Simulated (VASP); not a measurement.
Given:

```
CELL_PARAMETERS angstrom
      4.68455     0.00000     0.00000
      0.00000     4.68455     0.00000
      0.00000     0.00000     3.12487
ATOMIC_POSITIONS crystal
  Zn 0.00000 0.00000 0.00000
  Zn 0.50000 0.50000 0.50000
  F  0.30305 0.30305 0.00000
  F  0.80305 0.19695 0.50000
  F  0.19695 0.80305 0.50000
  F  0.69695 0.69695 0.00000
```

Computed with SCAN meta-GGA, VASP's PBE PAW potentials (set 64) (plane waves; VASP). Numerical set-up: 520 eV cut-off, 5×5×8 Γ-centred mesh, tetrahedra with Blöchl corrections, potentials Zn F.

The cores are frozen, which limits the accuracy of field gradients.

Give the principal components of the electric field gradient (V/Å²) and the asymmetry η at each nucleus.

```tsv
atom	Vxx	Vyy	Vzz	η
Zn1	-12.6	-11.2	23.7	0.06
Zn2	-12.6	-11.2	23.7	0.06
F3	59.1	26.1	-85.2	0.39
F4	59.1	26.1	-85.2	0.39
F5	59.1	26.1	-85.2	0.39
F6	59.1	26.1	-85.2	0.39
```

The compound is ZnF2 in the rutile structure. It was relaxed first.
